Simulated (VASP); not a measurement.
Consider the following.

```xyz
3
Lattice="2.2407 -3.8810 0.0000 2.2407 3.8810 0.0000 0.0000 0.0000 6.0060" Properties=species:S:1:pos:R:3 pbc="T T T"
Te     0.6117     1.0595     4.0040
Te     3.2580     0.0000     0.0000
Te     0.6117    -1.0595     2.0020
```

Calculation: optB88-vdW, VASP's PBE PAW potentials (set 64) (plane waves; VASP 6.6.1). Run with 520 eV cut-off, 7×7×4 Γ-centred mesh, tetrahedra with Blöchl corrections, potentials Te.

Question: Estimate the energy per atom (σ→0).

Answer: 
```
Property                        Value
---------------------  --------------
energy per atom (σ→0)  -1.224 eV/atom
```

Total energies compare only between runs with the same potentials, cut-off and functional.

The compound is Te in the trig structure. It was relaxed first.
